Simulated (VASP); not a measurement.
Level of theory: PBE0 hybrid, VASP's PBE PAW potentials (set 64) (plane waves; VASP).

The input files of a VASP run:

### POSCAR
```
CdSe
4.2608220
  0.0000000000   0.7071067508   0.7071067508
  0.7071067508   0.0000000000   0.7071067508
  0.7071067508   0.7071067508   0.0000000000
Cd Se
1 1
Cart
  0.0000000000   0.0000000000   0.0000000000
  1.0606601261   1.0606601261   1.0606601261
```

### KPOINTS
```
Automatic mesh
0
Gamma
5 5 5
0 0 0
```

INCAR:
```
LREAL = .False.
LMAXMIX = 4   # l cut-off of mixed one-centre charges
ISYM = 3
ISMEAR = 0   # Gaussian
SYSTEM = CdSe
ALGO = Normal   # blocked Davidson
LWAVE = .False.
LCHARG = .False.
ISIF = 2   # forces and stress, cell fixed
HFRCUT = -1
LHFCALC = .True.
SIGMA = 0.01   # width (eV)
PRECFOCK = Fast
ENCUT = 300   # plane-wave cut-off (eV)
NELM = 100   # most electronic steps
GGA = PE   # PBE
LASPH = .True.   # aspherical one-centre terms
AEXX = 0.25
EDIFF = 1E-6   # SCF stop (eV)
PREC = Accurate
```

POTCAR, in this order: Cd Se (PBE.64 set). Program: vasp_std.

Task: What will the output report for the number of irreducible k-points (NKPTS), largest plane-wave count, number of space-group operations, FFT grid (NGX, NGY, NGZ)?

Result: 
```
Property                                       Value
--------------------------------------  ------------
number of irreducible k-points (NKPTS)            10
largest plane-wave count                         656
number of space-group operations                  24
FFT grid (NGX, NGY, NGZ)                24 × 24 × 24
```

The structure comes from a computed database's CdSe entry; how it stands against other phases isn't given here. The cell was not relaxed at this level.
